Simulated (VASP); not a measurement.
Given:

```
ZrB2
1.0
    1.56829    -2.71636     0.00000
    1.56829     2.71636     0.00000
    0.00000     0.00000     3.48358
Zr B
1 2
Cartesian
  0.00000   0.00000   0.00000
  1.56829   0.90545   1.74179
  1.56829  -0.90545   1.74179
```

Calculation: PBEsol GGA, VASP's PBE PAW potentials (set 64) (plane waves; VASP). Numerical set-up: 620 eV cut-off, 11×11×9 Γ-centred mesh, first-order Methfessel-Paxton smearing of 0.10 eV, potentials Zr_sv B.

Q: The ions, cell shape and volume at an external pressure of 10.0 GPa are relaxed. Which structure does the run end with?

A: 
```
ZrB2
1.0
    1.55917    -2.70056     0.00000
    1.55917     2.70056     0.00000
    0.00000     0.00000     3.46331
Zr B
1 2
Cartesian
  0.00000   0.00000   3.46331
  1.55917   0.90019   1.73166
  1.55917  -0.90019   1.73166
```
Space group P6/mmm (191), at a tolerance of 0.03 Å.

Q: How do energy and volume change from the first to the last step?

A: The energy (σ→0) changes by +8.0 meV/atom and the volume by -1.7 %, in 3 ionic steps.

| step | E(σ→0) (eV) | max force (eV/Å) | pressure (GPa) | volume (Å³) |
|---|---|---|---|---|
| 1 | -26.3984 | 0.000 | 5.09 | 29.68 |
| 2 | -26.3076 | 0.000 | 18.07 | 28.40 |
| 3 | -26.3743 | 0.000 | 9.99 | 29.17 |

The compound is ZrB2 in the AlB2 type structure. This run relaxes it under an external pressure of 10 GPa. Symmetry was kept, so distortions that lower it aren't found.
